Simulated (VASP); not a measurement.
VASP ran on this input.

POSCAR:
```
FeAl
1
    2.9102120000     0.0000000000     0.0000000000
    0.0000000000     2.8524460000     0.0000000000
    0.0000000000     0.0000000000     2.8970010000
Al Fe
1 1
Direct
  0.5000000000   0.5000000000   0.5000000000
  0.0093600000   0.0000000000   0.0000000000
```

File KPOINTS:
```
Automatic mesh
0
Gamma
11 12 11
0 0 0
```

### INCAR
```
SYSTEM  =  FeAl
PREC  =  Accurate; ENCUT  =  400; LREAL  =  .False.
LASPH  =  .True.
EDIFF  =  1E-6; NELM  =  100; ALGO  =  Normal
LMAXMIX  =  4
ISMEAR  =  1; SIGMA  =  0.1
GGA  =  PE
LDAUL  =  -1 2
LDAUU  =  0 2.0
LDAUJ  =  0 0
LDAU  =  .True.; LDAUTYPE  =  2; LDAUPRINT  =  1
ISIF  =  2
LWAVE  =  .False.; LCHARG  =  .False.; LORBIT  =  10
```

POTCAR, in this order: Al Fe (PBE.64 set). Program: vasp_std.

Question: Translate this PBE+U calculation to Quantum ESPRESSO's pw.x.

Answer: One equivalent input (not run):
```
&CONTROL
  calculation = 'scf'
  pseudo_dir = './pseudo'
  outdir = './out'
  tprnfor = .true.
  tstress = .true.
/
&SYSTEM
  ibrav = 0
  nat = 2
  ntyp = 2
  ecutwfc = 90
  occupations = 'smearing'
  smearing = 'methfessel-paxton'
  degauss = 0.00735
  input_dft = 'pbe'
/
&ELECTRONS
  conv_thr = 7.3e-08
  electron_maxstep = 100
/
ATOMIC_SPECIES
  Al 26.982 Al.upf
  Fe 55.845 Fe.upf
CELL_PARAMETERS angstrom
     2.9102120    0.0000000    0.0000000
     0.0000000    2.8524460    0.0000000
     0.0000000    0.0000000    2.8970010
ATOMIC_POSITIONS crystal
  Al   0.5000000  0.5000000  0.5000000
  Fe   0.0093600  0.0000000  0.0000000
K_POINTS automatic
  11 12 11 0 0 0
HUBBARD {ortho-atomic}
U Fe-3d 2
```
Limits of the translation: the potentials are each code's own (VASP's PAW set, PseudoDojo norm-conserving files in pw.x), so ENCUT and ecutwfc are chosen apart and not converted; conv_thr bounds pw.x's estimated SCF error, while EDIFF bounds the energy change between steps; the +U projectors differ (PAW spheres against orthogonalised atomic orbitals), so the same U acts differently.

The compound is FeAl in the CsCl type structure. The cell was not relaxed at this level, atoms are displaced from their ideal sites. The run is one of a series of settings (LDAU = .TRUE., LDAUJ = 0 0, LDAUL = -1 2, LDAUTYPE = 2, LDAUU = 0 2.0 against the base run), some of them coarse on purpose.
